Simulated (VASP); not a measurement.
Computed with revTPSS meta-GGA, VASP's PBE PAW potentials (set 64) (plane waves; VASP 6.6.1).

Input for VASP

**INCAR**
```
ALGO = Normal
LMIXTAU = .TRUE.
EDIFF = 1E-7   # SCF stop (eV)
ENCUT = 520   # plane-wave cut-off (eV)
ISIF = 2   # forces and stress, cell fixed
LMAXMIX = 4
NELM = 100   # most electronic steps
SIGMA = 0.1   # width (eV)
LREAL = .FALSE.   # projection in real space or not
SYSTEM = Rh
LWAVE = .FALSE.
LASPH = .TRUE.   # aspherical one-centre terms
ISMEAR = 1
METAGGA = RTPSS
LCHARG = .FALSE.
PREC = Accurate
```

### POSCAR
```
Rh
1.0
  0.0000000000   1.9352303072   1.9352303072
  1.9352303072   0.0000000000   1.9352303072
  1.9352303072   1.9352303072   0.0000000000
Rh
1
Direct
  0.0000000000   0.0000000000   0.0000000000
```

File KPOINTS:
```
kpoints
0
gamma
16 16 16
```

POTCAR, in this order: Rh_pv (PBE.64 set). Program: vasp_std.

Output of the run:

OSZICAR:
```
       N       E                     dE             d eps       ncg     rms          rms(c)
DAV:   1     0.174428807197E+03    0.17443E+03   -0.10460E+04  3229   0.174E+03
DAV:   2     0.233589187023E+02   -0.15107E+03   -0.14448E+03  3484   0.505E+02
DAV:   3     0.198050832950E+02   -0.35538E+01   -0.34644E+01  3877   0.941E+01
DAV:   4     0.197576096327E+02   -0.47474E-01   -0.47364E-01  3966   0.118E+01
DAV:   5     0.197560218140E+02   -0.15878E-02   -0.15876E-02  4482   0.176E+00    0.147E+01
DAV:   6     0.754543395149E+01   -0.12211E+02   -0.24167E+01  3190   0.863E+01    0.161E+00
DAV:   7     0.727791564329E+01   -0.26752E+00   -0.86973E-01  3508   0.143E+01    0.175E+00
DAV:   8     0.682826315700E+01   -0.44965E+00   -0.27248E-01  3208   0.806E+00    0.855E-01
DAV:   9     0.686315446499E+01    0.34891E-01   -0.12499E-01  3751   0.535E+00    0.791E-01
DAV:  10     0.682977468613E+01   -0.33380E-01   -0.24582E-02  3421   0.243E+00    0.308E-01
DAV:  11     0.682587571613E+01   -0.38990E-02   -0.90143E-03  3559   0.142E+00    0.912E-02
DAV:  12     0.682591888669E+01    0.43171E-04   -0.25657E-04  3589   0.264E-01    0.756E-02
DAV:  13     0.682580776700E+01   -0.11112E-03   -0.66285E-05  3379   0.138E-01    0.404E-02
DAV:  14     0.682581173869E+01    0.39717E-05   -0.10926E-05  3490   0.340E-02    0.832E-03
DAV:  15     0.682580968888E+01   -0.20498E-05   -0.29351E-06  3682   0.294E-02    0.461E-03
DAV:  16     0.682580951548E+01   -0.17340E-06   -0.30449E-07  3394   0.674E-03    0.176E-03
DAV:  17     0.682580950108E+01   -0.14397E-07   -0.38905E-08  1847   0.316E-03
   1 F= 0.68258095E+01 E0= 0.68260104E+01  d E =-.602772E-03
```

### OUTCAR
```
------------------------ aborting loop because EDIFF is reached ----------------------------------------
  FORCE on cell =-STRESS in cart. coord.  units (eV):
  Direction    XX          YY          ZZ          XY          YZ          ZX
  --------------------------------------------------------------------------------------
  Total       -1.3413089     -1.3413089     -1.3413089      0.0000000      0.0000000      0.0000000
  in kB     -148.2557130   -148.2557130   -148.2557130      0.0000000      0.0000000      0.0000000
  external PRESSURE =    -148.2557130 kB  Pullay stress =       0.0000000 kB
  volume of cell :       14.50
      direct lattice vectors                 reciprocal lattice vectors
     0.000000000  1.935230307  1.935230307    -0.258367181  0.258367181  0.258367181
     1.935230307  0.000000000  1.935230307     0.258367181 -0.258367181  0.258367181
     1.935230307  1.935230307  0.000000000     0.258367181  0.258367181 -0.258367181
 POSITION                                       TOTAL-FORCE (eV/Angst)
 -----------------------------------------------------------------------------------
      0.00000      0.00000      0.00000         0.000000      0.000000      0.000000
 -----------------------------------------------------------------------------------
    total drift:                                0.000000     -0.000000      0.000000
  FREE ENERGIE OF THE ION-ELECTRON SYSTEM (eV)
  ---------------------------------------------------
  free  energy   TOTEN  =         6.8258095011 eV

  energy  without entropy=        6.8264122734  energy(sigma->0) =        6.82601043
```
(Selected blocks of OUTCAR.)

OUTCAR:
```
 val. band max:       10.9135477823   @ k =   0.4375   0.1250   0.0625

 cond. band min:      10.9194054324   @ k =  -0.1875   0.1250   0.0000


 Fermi energy:        10.9147599720

 k-point     1 :       0.0000    0.0000    0.0000
  band No.  band energies     occupation
      1     -35.7475      2.00000
      2     -35.7475      2.00000
      3     -35.7474      2.00000
      4       3.3020      2.00000
      5       8.0940      2.00000
      6       8.0940      2.00000
      7       8.0940      2.00000
      8       9.9865      2.00000
      9       9.9865      2.00000
     10      27.1456      0.00000
     11      29.7678      0.00000

 k-point     2 :       0.0625    0.0000    0.0000
  band No.  band energies     occupation
      1     -35.7715      2.00000
      2     -35.7507      2.00000
      3     -35.7507      2.00000
      4       3.4520      2.00000
      5       8.0295      2.00000
      6       8.1516      2.00000
      7       8.1516      2.00000
      8       9.9555      2.00000
      9       9.9555      2.00000
     10      27.3458      0.00000
     11      29.7676      0.00000

 k-point     3 :       0.1250    0.0000    0.0000
  band No.  band energies     occupation
      1     -35.8398      2.00000
      2     -35.7601      2.00000
      3     -35.7601      2.00000
      4       3.8782      2.00000
      5       7.8758      2.00000
      6       8.2946      2.00000
      7       8.2946      2.00000
      8       9.8980      2.00000
      9       9.8980      2.00000
     10      27.8367      0.00000
     11      29.6391      0.00000

 k-point     4 :       0.1875    0.0000    0.0000
  band No.  band energies     occupation
      1     -35.9411      2.00000
      2     -35.7741      2.00000
      3     -35.7741      2.00000
      4       4.4883      2.00000
      5       7.7613      2.00000
      6       8.4232      2.00000
      7       8.4232      2.00000
      8       9.9248      2.00000
      9       9.9248      2.00000
...
```

The compound is Rh in the fcc structure. This cell is one point of a volume scan, at 1.06 of the reference volume.
